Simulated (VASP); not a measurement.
OSZICAR of a VASP run on Au (space group Fm-3m):

OSZICAR:
```
       N       E                     dE             d eps       ncg     rms          rms(c)
DAV:   1     0.292805129833E+02    0.29281E+02   -0.50814E+03  2296   0.861E+02
DAV:   2    -0.447802112991E+01   -0.33759E+02   -0.30886E+02  1937   0.165E+02
DAV:   3    -0.470156887723E+01   -0.22355E+00   -0.22341E+00  2263   0.144E+01
DAV:   4    -0.470213427019E+01   -0.56539E-03   -0.56539E-03  2154   0.761E-01
DAV:   5    -0.470213787576E+01   -0.36056E-05   -0.36068E-05  2136   0.576E-02    0.794E+00
DAV:   6    -0.439559198898E+01    0.30655E+00   -0.11152E+00  1922   0.989E+00    0.509E+00
DAV:   7    -0.437755786258E+01    0.18034E-01   -0.59406E-02  2036   0.219E+00    0.265E+00
DAV:   8    -0.437447474019E+01    0.30831E-02   -0.12071E-03  1947   0.436E-01    0.225E-01
DAV:   9    -0.437447086879E+01    0.38714E-05   -0.79405E-06  2172   0.345E-02    0.106E-02
DAV:  10    -0.437447242676E+01   -0.15580E-05   -0.76743E-07  1562   0.884E-03    0.296E-03
DAV:  11    -0.437447244298E+01   -0.16226E-07   -0.22222E-08   964   0.157E-03
   1 F= -.43744724E+01 E0= -.43746670E+01  d E =-.437447E+01
       N       E                     dE             d eps       ncg     rms          rms(c)
DAV:   1    -0.102289988292E+02   -0.58545E+01   -0.12440E+02  1914   0.124E+02    0.224E+01
DAV:   2    -0.456637874907E+01    0.56626E+01   -0.16330E+01  1873   0.410E+01    0.355E+00
DAV:   3    -0.421216281931E+01    0.35422E+00   -0.15226E+00  1954   0.118E+01    0.195E+00
DAV:   4    -0.421115516251E+01    0.10077E-02   -0.19823E-02  1978   0.129E+00    0.111E+00
DAV:   5    -0.421364984847E+01   -0.24947E-02   -0.13460E-02  2071   0.825E-01    0.885E-02
DAV:   6    -0.421377244446E+01   -0.12260E-03   -0.16312E-04  2089   0.123E-01    0.494E-02
DAV:   7    -0.421378249751E+01   -0.10053E-04   -0.38427E-06  2036   0.176E-02    0.581E-03
DAV:   8    -0.421378240353E+01    0.93973E-07   -0.31975E-07  1012   0.621E-03
   2 F= -.42137824E+01 E0= -.42137718E+01  d E =0.160690E+00
       N       E                     dE             d eps       ncg     rms          rms(c)
DAV:   1    -0.671005102418E+01   -0.24963E+01   -0.50267E+01  1897   0.818E+01    0.964E+00
DAV:   2    -0.457842919543E+01    0.21316E+01   -0.62739E+00  1876   0.254E+01    0.638E+00
DAV:   3    -0.444792102373E+01    0.13051E+00   -0.51922E-01  1934   0.690E+00    0.445E+00
DAV:   4    -0.444333099168E+01    0.45900E-02   -0.11552E-02  1973   0.831E-01    0.109E+00
DAV:   5    -0.444335236712E+01   -0.21375E-04   -0.20410E-03  2144   0.300E-01    0.252E-02
DAV:   6    -0.444338983794E+01   -0.37471E-04   -0.22749E-05  2008   0.461E-02    0.806E-03
DAV:   7    -0.444339429202E+01   -0.44541E-05   -0.15829E-06  2128   0.868E-03    0.413E-03
DAV:   8    -0.444339431810E+01   -0.26081E-07   -0.17282E-08   939   0.150E-03
   3 F= -.44433943E+01 E0= -.44435138E+01  d E =-.689219E-01
       N       E                     dE             d eps       ncg     rms          rms(c)
DAV:   1    -0.444426032473E+01   -0.86603E-03   -0.16169E-02  1908   0.144E+00    0.165E-01
DAV:   2    -0.444353034590E+01    0.72998E-03   -0.24652E-03  1883   0.486E-01    0.702E-02
DAV:   3    -0.444349723109E+01    0.33115E-04   -0.15383E-04  1924   0.116E-01    0.492E-02
DAV:   4    -0.444349703752E+01    0.19357E-06   -0.55130E-06  1995   0.189E-02
   4 F= -.44434970E+01 E0= -.44436143E+01  d E =-.690246E-01
       N       E                     dE             d eps       ncg     rms          rms(c)
DAV:   1    -0.444386501166E+01   -0.36778E-03   -0.78372E-03  1909   0.100E+00    0.115E-01
DAV:   2    -0.444350990271E+01    0.35511E-03   -0.11979E-03  1884   0.339E-01    0.493E-02
DAV:   3    -0.444349400847E+01    0.15894E-04   -0.75257E-05  1920   0.811E-02    0.345E-02
DAV:   4    -0.444349406415E+01   -0.55677E-07   -0.27262E-06  1995   0.133E-02
   5 F= -.44434941E+01 E0= -.44436099E+01  d E =-.690216E-01
       N       E                     dE             d eps       ncg     rms          rms(c)
DAV:   1    -0.444405767124E+01   -0.56366E-03   -0.12084E-02  1907   0.124E+00    0.142E-01
DAV:   2    -0.444351473048E+01    0.54294E-03   -0.18284E-03  1882   0.419E-01    0.617E-02
DAV:   3    -0.444348927810E+01    0.25452E-04   -0.11529E-04  1925   0.100E-01    0.433E-02
DAV:   4    -0.444348878005E+01    0.49806E-06   -0.39493E-06  1995   0.161E-02
   6 F= -.44434888E+01 E0= -.44436065E+01  d E =0.528410E-05
       N       E                     dE             d eps       ncg     rms          rms(c)
DAV:   1    -0.444367842061E+01   -0.18914E-03   -0.37236E-03  1907   0.689E-01    0.787E-02
DAV:   2    -0.444351117498E+01    0.16725E-03   -0.56246E-04  1882   0.232E-01    0.338E-02
DAV:   3    -0.444350344615E+01    0.77288E-05   -0.35392E-05  1905   0.557E-02    0.237E-02
DAV:   4    -0.444350336555E+01    0.80595E-07   -0.12259E-06  1919   0.899E-03
   7 F= -.44435034E+01 E0= -.44436200E+01  d E =-.930140E-05
```

### Question
Which electronic solver shows in the log?

### Answer
It is blocked Davidson (ALGO = Normal, or the opening steps of other solvers). The INCAR had ALGO = Normal.

### Question
Can the final energy be trusted as converged?

### Answer
The calculation finished and met its thresholds. It stopped with EDIFF = 1E-6, NELM = 100, NSW = 60 and EDIFFG = -0.01 after 7 ionic steps (LDA (Ceperley-Alder, Perdew-Zunger), plane waves, VASP's LDA PAW potentials (set 64)). Energy and stress use the plane-wave basis of the starting cell.

The structure comes from a computed database's Au entry (Fm-3m); how it stands against other phases isn't given here. This run relaxes it. Symmetry was kept, so distortions that lower it aren't found.
